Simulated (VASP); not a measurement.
Given:

```xyz
2
Lattice="0.0000 2.6817 2.6817 2.6817 0.0000 2.6817 2.6817 2.6817 0.0000" Properties=species:S:1:pos:R:3 pbc="T T T"
B      0.1200     0.0500     0.0000
Y      2.6817     2.6817     2.6817
```

Computed with PBE GGA, VASP's PBE PAW potentials (set 64) (plane waves; VASP 6.6.1). Settings: 520 eV cut-off, 9×9×9 Γ-centred mesh, first-order Methfessel-Paxton smearing of 0.10 eV, potentials B Y_sv.

Question: The ions are relaxed. Which structure does the run end with?

Answer: 
```xyz
2
Lattice="0.0000 2.6817 2.6817 2.6817 0.0000 2.6817 2.6817 2.6817 0.0000" Properties=species:S:1:pos:R:3 pbc="T T T"
B      0.0612     2.7070     2.6817
Y      2.7405     2.7064     2.6817
```
Space group Fm-3m (225), at a tolerance of 0.03 Å.

Question: How much energy does the relaxation gain?

Answer: The energy (σ→0) changes by -15.7 meV/atom, in 7 ionic steps.

```tsv
step	E(σ→0) (eV)	max force (eV/Å)	pressure (GPa)	volume (Å³)
1	-12.4988	0.463	-0.54	38.57
2	-12.5167	0.313	-0.72	38.57
3	-12.5301	0.037	-0.85	38.57
4	-12.5302	0.011	-0.84	38.57
5	-12.5302	0.015	-0.84	38.57
6	-12.5302	0.011	-0.84	38.57
7	-12.5303	0.009	-0.84	38.57
```

The structure was generated: YB was put into the rocksalt type (Fm-3m), which need not be its known phase. This run relaxes the ions in a fixed cell. Symmetry was kept, so distortions that lower it aren't found.
